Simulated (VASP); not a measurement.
Take WC (wc), with a static lattice, in VASP with PAW potentials, and its lattice constant a.

Task: One run gives 2.909 Å. Which level is it?
(A) RPBE
(B) vdW-DF2
(C) PW91
(D) PBE-D3 (zero damping)

Result: D, PBE-D3 (zero damping).  The others give 2.980 (vdW-DF2), 2.930 (PW91), 2.935 (RPBE).

Only levels that ran to the end are used. Left out are those held back, those with too coarse a band path, GW runs whose mesh misses a band edge, hybrids' fits of cells that aren't cubic and levels without matching references; a question may draw on a part of the rest.

The compound is WC in the wc structure.
